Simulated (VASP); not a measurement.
Na (bcc): the cohesive energy from VASP (plane waves, PAW) at several levels of theory. Atoms are spin-polarised in a large box without symmetry, with the spin fixed by Hund's rule, and may not be in the lowest state of each functional; no zero-point energy is added.

```
level   cohesive energy (eV/atom)  error against measurement
------  -------------------------  -------------------------
LDA                          1.25                    +11.8 %
PBE                          1.08                     -3.9 %
PBEsol                       1.15                     +2.4 %
```

Measured: 1.12 eV/atom at 0 K (as given by Daniel Mejia-Rodriguez et al., Physical Review B (2018), arXiv:1807.09216; static lattice: zero-point vibration energy added).

The cell of the LDA run:

Na is taken in the cubic space group Im-3m (No. 229), the bcc (W type) structure, Pearson symbol cI2. Lattice parameters: a = b = c = 4.053 Å, α = β = γ = 90.00°. Na on 2a sees 8 Na at 3.510 Å and 6 Na at 4.053 Å. (Neighbours: up to the widest gap in distance over summed covalent radii, below 1.35, at either atom.)
(The calculation used a cell of 1 atom; values per cell refer to that cell.)

Only levels that ran to the end are used. Left out are those held back, those with too coarse a band path, GW runs whose mesh misses a band edge, hybrids' fits of cells that aren't cubic and levels without matching references; a question may draw on a part of the rest.

The compound is Na in the bcc structure.
